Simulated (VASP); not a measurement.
Calculation: PBE GGA, VASP's PBE PAW potentials (set 64) (plane waves; VASP 6.6.1).

VASP input:

File KPOINTS:
```
Automatic mesh
0
Gamma
9 9 9
0 0 0
```

INCAR:
```
LASPH=.TRUE.
EDIFFG=-0.03
ALGO=Fast
NELM=100
ENCUT=400   # plane-wave cut-off (eV)
LMAXMIX=4   # l cut-off of mixed one-centre charges
IBRION=2   # conjugate gradients
PREC=Normal
NSW=20   # most ionic steps
LREAL=.FALSE.   # projection in real space or not
NELMIN=4
SYSTEM=ZnS
GGA=PE   # PBE
ISIF=2
LWAVE=.FALSE.
EDIFF=1E-5
ISMEAR=0   # Gaussian
SIGMA=0.05   # width (eV)
LCHARG=.FALSE.
```

POSCAR:
```
ZnS
1.0
  0.0000000000   2.7231554299   2.7231554299
  2.7231554299   0.0000000000   2.7231554299
  2.7231554299   2.7231554299   0.0000000000
Zn S
1 1
Cart
  0.0000000000   0.0000000000   0.0000000000
  4.0847331448   4.0847331448   4.0847331448
```

POTCAR, in this order: Zn S (PBE.64 set). Program: vasp_std.

Output of the run:

**OSZICAR**
```
       N       E                     dE             d eps       ncg     rms          rms(c)
DAV:   1     0.790820984124E+02    0.79082E+02   -0.80012E+03   910   0.136E+03
DAV:   2    -0.189241798450E+01   -0.80975E+02   -0.77479E+02  1005   0.252E+02
DAV:   3    -0.721036138675E+01   -0.53179E+01   -0.52953E+01  1120   0.680E+01
DAV:   4    -0.727729280447E+01   -0.66931E-01   -0.66911E-01  1070   0.805E+00
DAV:   5    -0.727830422220E+01   -0.10114E-02   -0.10114E-02  1065   0.987E-01    0.679E+00
RMM:   6    -0.687341695037E+01    0.40489E+00   -0.96571E-01   910   0.104E+01    0.541E+00
RMM:   7    -0.684905900318E+01    0.24358E-01   -0.27184E-01   910   0.546E+00    0.245E+00
RMM:   8    -0.685161383254E+01   -0.25548E-02   -0.51420E-02   910   0.211E+00    0.117E+00
RMM:   9    -0.685113432777E+01    0.47950E-03   -0.13923E-02   910   0.159E+00    0.276E-01
RMM:  10    -0.685115508933E+01   -0.20762E-04   -0.44349E-03   910   0.756E-01    0.921E-02
RMM:  11    -0.685131530351E+01   -0.16021E-03   -0.14637E-03   984   0.380E-01    0.101E-01
RMM:  12    -0.685133081079E+01   -0.15507E-04   -0.26476E-04   854   0.144E-01    0.241E-02
RMM:  13    -0.685133507917E+01   -0.42684E-05   -0.39452E-05   733   0.623E-02
   1 F= -.68513351E+01 E0= -.68513351E+01  d E =-.685134E+01
```

**OUTCAR**
```
------------------------ aborting loop because EDIFF is reached ----------------------------------------
  FORCE on cell =-STRESS in cart. coord.  units (eV):
  Direction    XX          YY          ZZ          XY          YZ          ZX
  --------------------------------------------------------------------------------------
  Total       -0.0012423     -0.0012423     -0.0012423     -0.0000000     -0.0000000     -0.0000000
  in kB       -0.0492829     -0.0492829     -0.0492829     -0.0000000     -0.0000000     -0.0000000
  external PRESSURE =      -0.0492829 kB  Pullay stress =       0.0000000 kB
  volume of cell :       40.39
      direct lattice vectors                 reciprocal lattice vectors
     0.000000000  2.723155430  2.723155430    -0.183610526  0.183610526  0.183610526
     2.723155430  0.000000000  2.723155430     0.183610526 -0.183610526  0.183610526
     2.723155430  2.723155430  0.000000000     0.183610526  0.183610526 -0.183610526
  FREE ENERGIE OF THE ION-ELECTRON SYSTEM (eV)
  ---------------------------------------------------
  free  energy   TOTEN  =        -6.8513350792 eV

  energy  without entropy=       -6.8513350792  energy(sigma->0) =       -6.85133508

 reached required accuracy - stopping structural energy minimisation
```
(Selected blocks of OUTCAR.)

The compound is ZnS in the zinc blende structure. It was relaxed first.
